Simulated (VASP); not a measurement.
Output of a VASP run:

File OSZICAR:
```
       N       E                     dE             d eps       ncg     rms          rms(c)
DAV:   1     0.199785349107E+03    0.19979E+03   -0.12000E+04   682   0.150E+03
DAV:   2     0.987554534505E+01   -0.18991E+03   -0.18716E+03   811   0.339E+02
DAV:   3    -0.106974459200E+02   -0.20573E+02   -0.20216E+02   868   0.117E+02
DAV:   4    -0.113242369528E+02   -0.62679E+00   -0.62606E+00   875   0.222E+01
DAV:   5    -0.113433540855E+02   -0.19117E-01   -0.19115E-01  1062   0.376E+00    0.470E+00
DAV:   6    -0.110855357196E+02    0.25782E+00   -0.67218E-01  1021   0.868E+00    0.307E+00
DAV:   7    -0.110770934177E+02    0.84423E-02   -0.17308E-01   915   0.294E+00    0.915E-01
DAV:   8    -0.110775596281E+02   -0.46621E-03   -0.16685E-02   907   0.131E+00    0.265E-01
DAV:   9    -0.110782069591E+02   -0.64733E-03   -0.22872E-03   914   0.395E-01    0.886E-02
DAV:  10    -0.110781570086E+02    0.49951E-04   -0.14350E-04  1076   0.106E-01    0.342E-02
DAV:  11    -0.110781007565E+02    0.56252E-04   -0.21698E-04   925   0.834E-02    0.124E-02
DAV:  12    -0.110780929543E+02    0.78022E-05   -0.71981E-06   952   0.179E-02    0.954E-03
DAV:  13    -0.110780782877E+02    0.14667E-04   -0.15786E-05   914   0.191E-02    0.279E-03
DAV:  14    -0.110780777024E+02    0.58531E-06   -0.47756E-07   831   0.419E-03    0.176E-03
DAV:  15    -0.110780777333E+02   -0.30952E-07   -0.14928E-07   740   0.238E-03
   1 F= -.11078078E+02 E0= -.11078078E+02  d E =0.000000E+00
```

File OUTCAR:
```
------------------------ aborting loop because EDIFF is reached ----------------------------------------
  FORCE on cell =-STRESS in cart. coord.  units (eV):
  Direction    XX          YY          ZZ          XY          YZ          ZX
  --------------------------------------------------------------------------------------
  Total        0.0069464      0.0069464      0.0256278     -0.0000000     -0.0000000     -0.0000000
  in kB        0.0937971      0.0937971      0.3460503     -0.0000000     -0.0000000     -0.0000000
  external PRESSURE =       0.1778815 kB  Pullay stress =       0.0000000 kB
  volume of cell :      118.65
      direct lattice vectors                 reciprocal lattice vectors
     1.951831412 -3.380671399  0.000000000     0.256169666 -0.147899615  0.000000000
     1.951831412  3.380671399  0.000000000     0.256169666  0.147899615  0.000000000
     0.000000000  0.000000000  8.991003631     0.000000000  0.000000000  0.111222289
 POSITION                                       TOTAL-FORCE (eV/Angst)
 -----------------------------------------------------------------------------------
      0.00000      0.00000      0.00000        -0.000000      0.000000      0.000000
      1.95183      1.12689      1.59544         0.000000     -0.000000      0.009655
      1.95183     -1.12689      7.39556         0.000000      0.000000     -0.009655
 -----------------------------------------------------------------------------------
    total drift:                                0.000000     -0.000000      0.000000
  FREE ENERGIE OF THE ION-ELECTRON SYSTEM (eV)
  ---------------------------------------------------
  free  energy   TOTEN  =       -11.0780777333 eV

  energy  without entropy=      -11.0780777333  energy(sigma->0) =      -11.07807773

 total charge

# of ion       s       p       d       tot
------------------------------------------
    1        1.060   0.962  10.077  12.099
    2        1.481   2.299   0.022   3.802
    3        1.481   2.299   0.022   3.802
--------------------------------------------------
tot          4.021   5.561  10.121  19.703

 Electric field gradients after diagonalization (V/A^2)
 (convention: |V_zz| > |V_xx| > |V_yy|)
----------------------------------------------------------------------
 ion       V_xx      V_yy      V_zz     asymmetry (V_yy - V_xx)/ V_zz
----------------------------------------------------------------------
   1       0.730     0.726    -1.456       0.003
   2      43.417    43.415   -86.832       0.000
   3      43.417    43.415   -86.832       0.000
```
(Selected blocks of OUTCAR.)

POSCAR:
```
SnSe2
1
    1.9518314116    -3.3806713989     0.0000000000
    1.9518314116     3.3806713989     0.0000000000
    0.0000000000     0.0000000000     8.9910036312
Sn Se
1 2
Direct
  0.0000000000   0.0000000000   0.0000000000
  0.3333330000   0.6666670000   0.1774487600
  0.6666670000   0.3333330000   0.8225512400
```

Write an INCAR and KPOINTS that could have produced this output.

One answer among several that fit: the input of the run itself, revPBE GGA, plane waves, VASP's PBE PAW potentials (set 64).

**KPOINTS**
```
Automatic mesh
0
Gamma
7 7 3
0 0 0
```

### INCAR
```
# general
SYSTEM   =  SnSe2
PREC     =  Accurate
ENCUT    =  520   # plane-wave cut-off (eV)
LREAL    =  .FALSE.   # projection in real space or not
LASPH    =  .TRUE.

# electronic loop
EDIFF    =  1E-7   # SCF stop (eV)
NELM     =  100
ALGO     =  Normal   # blocked Davidson
LMAXMIX  =  4   # l cut-off of mixed one-centre charges

# smearing
ISMEAR   =  -5

# functional
GGA      =  RE   # revPBE

# ions
ISIF     =  2   # forces and stress, cell fixed

# output
LWAVE    =  .FALSE.
LCHARG   =  .TRUE.
LORBIT   =  11   # lm-projected
NEDOS    =  601   # DOS grid

# other
LEFG     =  .TRUE.
```

POTCAR, in this order: Sn_d Se (PBE.64 set). Program: vasp_std.

Without a dispersion term in the relaxation, distances and binding between the weakly bound layers, chains or molecules are unreliable, and so is what depends on them.

The compound is SnSe2 in the 1T layered structure. It was relaxed first, which changed the volume by +54 %.
